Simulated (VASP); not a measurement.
Input:

```
V
1.0
    2.48926     0.00000     0.00000
    0.00000     2.48926     0.00000
    0.00000     0.00000     2.48926
V
1
Direct
  0.00000   0.00000   0.00000
```
Starting moments (μB, in the order of the record's atoms V): 2.0.

All values below come from PBE GGA, VASP's PBE PAW potentials (set 64) (plane waves; VASP). Numerical set-up: 400 eV cut-off, 11×11×11 Γ-centred mesh, first-order Methfessel-Paxton smearing of 0.10 eV, potentials V_sv.

Give the stress tensor in GPa (positive for a compressed cell).

```
-6.86   0.00   0.00
 0.00  -6.86   0.00
 0.00   0.00  -6.86
```
The pressure is its mean diagonal, -6.86 GPa.

The structure was generated: V was put into the simple-cubic type (Pm-3m), which need not be its known phase. The cell was not relaxed at this level.
